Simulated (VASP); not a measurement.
OSZICAR of a VASP run on PtS$_{2}$ (1T layered):

File OSZICAR:
```
       N       E                     dE             d eps       ncg     rms          rms(c)
DAV:   1     0.104116284251E+04    0.10412E+04   -0.22330E+00   720   0.156E+01    0.506E+00
DAV:   2     0.104060556575E+04   -0.55728E+00   -0.52041E+00   860   0.210E+01    0.198E+01
DAV:   3     0.104029574645E+04   -0.30982E+00   -0.33901E-01   993   0.418E+00    0.214E+01
DAV:   4     0.104043439722E+04    0.13865E+00   -0.14214E+00   909   0.792E+00    0.264E+01
DAV:   5     0.104134447998E+04    0.91008E+00   -0.76433E-02   923   0.249E+00    0.165E+01
DAV:   6     0.104268153643E+04    0.13371E+01   -0.10737E+00   895   0.565E+00    0.463E+00
DAV:   7     0.104268045496E+04   -0.10815E-02   -0.63745E-02   937   0.219E+00    0.652E+00
DAV:   8     0.104243162008E+04   -0.24883E+00   -0.13781E-02   818   0.806E-01    0.846E+00
DAV:   9     0.104254032321E+04    0.10870E+00   -0.78504E-03   881   0.740E-01    0.567E+00
DAV:  10     0.104315444431E+04    0.61412E+00   -0.45821E-02   923   0.188E+00    0.504E+00
DAV:  11     0.104335965394E+04    0.20521E+00   -0.31559E-02   951   0.168E+00    0.540E+00
DAV:  12     0.104360666435E+04    0.24701E+00   -0.14319E-02   846   0.122E+00    0.708E+00
DAV:  13     0.104360694444E+04    0.28009E-03   -0.45482E-02   783   0.175E+00    0.611E+00
DAV:  14     0.104355172521E+04   -0.55219E-01   -0.52109E-02   895   0.194E+00    0.488E+00
DAV:  15     0.104328084292E+04   -0.27088E+00   -0.13822E-02   790   0.113E+00    0.121E+00
DAV:  16     0.104324722485E+04   -0.33618E-01   -0.67718E-03   965   0.709E-01    0.190E+00
DAV:  17     0.104321534714E+04   -0.31878E-01   -0.57262E-04   846   0.176E-01    0.130E+00
DAV:  18     0.104314291927E+04   -0.72428E-01   -0.13702E-03   916   0.278E-01    0.221E-01
DAV:  19     0.104308268709E+04   -0.60232E-01   -0.83159E-04   993   0.244E-01    0.309E-01
DAV:  20     0.104307861267E+04   -0.40744E-02   -0.19353E-04   755   0.144E-01    0.163E-01
DAV:  21     0.104308887903E+04    0.10266E-01   -0.23971E-05   832   0.548E-02    0.282E-02
DAV:  22     0.104308965857E+04    0.77954E-03   -0.11253E-05   811   0.352E-02    0.516E-02
DAV:  23     0.104309158235E+04    0.19238E-02   -0.67512E-06   762   0.245E-02    0.243E-02
DAV:  24     0.104309304966E+04    0.14673E-02   -0.21411E-06   682   0.150E-02    0.773E-03
DAV:  25     0.104309273412E+04   -0.31555E-03   -0.28363E-07   486   0.561E-03    0.132E-02
DAV:  26     0.104309338960E+04    0.65548E-03   -0.16275E-07   402   0.442E-03    0.181E-03
DAV:  27     0.104309340914E+04    0.19545E-04   -0.96708E-08   367   0.314E-03    0.189E-03
DAV:  28     0.104309344854E+04    0.39397E-04   -0.45785E-08   360   0.220E-03    0.510E-04
DAV:  29     0.104309343365E+04   -0.14889E-04   -0.74460E-09   360   0.883E-04    0.445E-04
DAV:  30     0.104309351998E+04    0.86329E-04   -0.57694E-09   360   0.832E-04    0.117E-03
DAV:  31     0.104309350901E+04   -0.10966E-04   -0.22465E-09   360   0.489E-04    0.795E-04
DAV:  32     0.104309347639E+04   -0.32629E-04   -0.12236E-09   360   0.347E-04    0.865E-05
DAV:  33     0.104309347482E+04   -0.15636E-05   -0.47744E-10   360   0.235E-04    0.764E-05
DAV:  34     0.104309347607E+04    0.12494E-05   -0.66115E-11   360   0.793E-05    0.818E-05
DAV:  35     0.104309347252E+04   -0.35542E-05   -0.56059E-11   360   0.772E-05    0.156E-05
DAV:  36     0.104309346840E+04   -0.41211E-05   -0.31951E-11   360   0.621E-05    0.364E-05
DAV:  37     0.104309347155E+04    0.31508E-05   -0.74001E-12   360   0.248E-05    0.332E-05
DAV:  38     0.104309347195E+04    0.40793E-06   -0.16855E-12   360   0.139E-05
   1 F= 0.10430935E+04 E0= 0.10430935E+04  d E =-.288507E-12
       N       E                     dE             ncg
       N       E                     dE             ncg
       N       E                     dE             ncg
```

Question: Which electronic solver shows in the log?

Answer: It is blocked Davidson (ALGO = Normal, or the opening steps of other solvers). The INCAR had ALGO = Normal.

Question: Can the final energy be trusted as converged?

Answer: Self-consistency was reached. It stopped with EDIFF = 1E-6, NELM = 200 (modified Becke-Johnson potential (mBJ), plane waves, VASP's PBE PAW potentials (set 64)). mBJ is a potential without an energy functional, so only the levels count.  Without a dispersion term in the relaxation, distances and binding between the weakly bound layers, chains or molecules are unreliable, and so is what depends on them.

The compound is PtS2 in the 1T layered structure. It was relaxed first, which changed the volume by +22 %. The cell's shape comes from a PBE relaxation.
